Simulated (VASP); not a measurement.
Here is the system:

```
InP
1.0
    0.00000     2.88574     2.88574
    2.88574     0.00000     2.88574
    2.88574     2.88574     0.00000
In P
1 1
Direct
  0.00000   0.00000   0.00000
  0.25000   0.25000   0.25000
```

Method: PBE GGA with D3 dispersion (Becke-Johnson damping), VASP's PBE PAW potentials (set 64) (plane waves; VASP 6.6.1). Settings: 520 eV cut-off, 8×8×8 Γ-centred mesh, Gaussian smearing of 0.050 eV, potentials In_d P.

### Question
Give the stress tensor in GPa (positive for a compressed cell).

### Answer

```
4.66  0.00  0.00
0.00  4.66  0.00
0.00  0.00  4.66
```
The pressure is its mean diagonal, 4.66 GPa.

The compound is InP in the zinc blende structure. This cell is one point of a volume scan, at 0.94 of the reference volume.
